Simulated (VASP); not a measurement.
Input of a VASP 6.6.1 run:

Contents of INCAR:

```
PREC = Accurate ; ENCUT = 600
EDIFF = 1E-7 ; ISMEAR = -1
SIGMA = 0.05 ; LREAL = False
LASPH = True ; NELM = 80
ALGO = Normal ; ISIF = 3
LWAVE = False ; LCHARG = False
GGA = B5 ; ALDAX = 1.0
AGGAX = 1.0 ; AGGAC = 1.0
ALDAC = 0.0 ; IBRION = 2
NSW = 40 ; EDIFFG = -0.01
```

Contents of KPOINTS:

```
regular mesh
0
Gamma
  8 8 3
```

Contents of POSCAR:

```
CsLi2
1.0
    3.9663300000      0.0000000000      0.0000000000
   -1.9831700000      3.4349500000      0.0000000000
    0.0000000000      0.0000000000     10.0283800000
Cs Li
1 2
Direct
    0.0000000000      0.0000000000      0.0000000000
    0.3333300000      0.6666700000      0.3486300000
    0.3333300000      0.6666700000      0.6513700000
```

Potentials or basis: VASP PAW PBE potentials, release 64 (Cs_sv, Li_sv).

Run with:

```console
$ cat potpaw_PBE.64/Cs_sv/POTCAR potpaw_PBE.64/Li_sv/POTCAR > POTCAR
$ mpirun -np 1 vasp_std > vasp.out
```

Problem. Predict the band gap on the k mesh.

Solution. None (metal or under the smearing width).

Problem. Estimate the space group after relaxing (to 0.05 Å).

Solution. P-6m2 (No. 187).

Forces on the atoms (eV/Å):
```
Cs   0.000  0.000  0.000
Li   0.000  0.000  0.004
Li   0.000  0.000 -0.004
```

Caveat: the PAW data sets were made with another functional, which shifts forces and pressure a little. Spin-orbit coupling is left out, which matters for the levels of Cs.
